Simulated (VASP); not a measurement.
Level of theory: PBE GGA, VASP's PBE PAW potentials (set 64) (plane waves; VASP).

The input files of a VASP run:

**KPOINTS**
```
Automatic mesh
0
Gamma
6 6 3
0 0 0
```

POSCAR:
```
LaN
3.891910
  0.8073848059  -0.5900252061   0.0000000000
  0.8073848059   0.5900252061   0.0000000000
 -0.2930512268   0.0000000000   1.7437258313
La N
2 2
Cart
  0.4036924030   0.2950126031   0.0000000000
  0.2571667896  -0.2950126031   0.8718629156
  0.7341219992  -0.0962921136   0.4359314578
  0.5875963858   0.0962921136   1.3077943735
```

### INCAR
```
SYSTEM = LaN
PREC = Accurate; ENCUT = 520; LREAL = .False.
LASPH = .True.
EDIFF = 1E-6; NELM = 100; ALGO = Normal
LMAXMIX = 6
ISMEAR = 0; SIGMA = 0.05
GGA = PE
ISIF = 2
LWAVE = .False.; LCHARG = .False.
```

POTCAR, in this order: La N (PBE.64 set). Program: vasp_std.

Problem. Predict the energy per atom (σ→0), pressure, largest force, band gap (on the k-mesh).

Solution. 
```
Quantity                           Result
------------------------  ---------------
energy per atom (σ→0)      -7445 meV/atom
band gap (on the k-mesh)          0.22 eV
pressure                       -12.10 GPa
largest force             0.00712 Ry/bohr
```

File OSZICAR:
```
...
DAV:   9    -0.297816419514E+02    0.18931E-01   -0.19310E-01  2636   0.398E+00    0.459E-01
DAV:  10    -0.297810692210E+02    0.57273E-03   -0.36661E-02  2512   0.154E+00    0.202E-01
DAV:  11    -0.297815006398E+02   -0.43142E-03   -0.26126E-03  2432   0.449E-01    0.101E-01
DAV:  12    -0.297815316117E+02   -0.30972E-04   -0.38796E-04  2552   0.179E-01    0.233E-02
DAV:  13    -0.297815285587E+02    0.30529E-05   -0.12214E-04  2384   0.120E-01    0.669E-03
DAV:  14    -0.297815309439E+02   -0.23851E-05   -0.17639E-05  1904   0.268E-02    0.616E-03
DAV:  15    -0.297815309095E+02    0.34395E-07   -0.69662E-06  1632   0.309E-02
   1 F= -.29781531E+02 E0= -.29781528E+02  d E =-.628368E-05
```

The structure was generated: LaN was put into the tenorite type (C2/c), which need not be its known phase. The cell was not relaxed at this level.
